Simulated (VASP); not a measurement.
Given:

```
CELL_PARAMETERS angstrom
     -1.49735     1.49735     1.49735
      1.49735    -1.49735     1.49735
      1.49735     1.49735    -1.49735
ATOMIC_POSITIONS crystal
  V  0.00000 0.00000 0.00000
```

Level of theory: PW91 GGA, VASP's PBE PAW potentials (set 64) (plane waves; VASP). Run with 520 eV cut-off, 15×15×15 Γ-centred mesh, first-order Methfessel-Paxton smearing of 0.10 eV, potentials V_sv.

Estimate the energy per atom (σ→0), band gap (on the k-mesh) with the smallest direct gap where there is one.

```json
{
 "band gap (on the k-mesh)": "none (metal, semimetal or under 0.01 eV)",
 "energy per atom (σ→0)": "-8.960 eV/atom"
}
```

Total energies compare only between runs with the same potentials, cut-off and functional.

The compound is V in the bcc structure. It was relaxed first. The start is the result of an earlier pass. The run is not spin-polarised, so no magnetic state was tried.
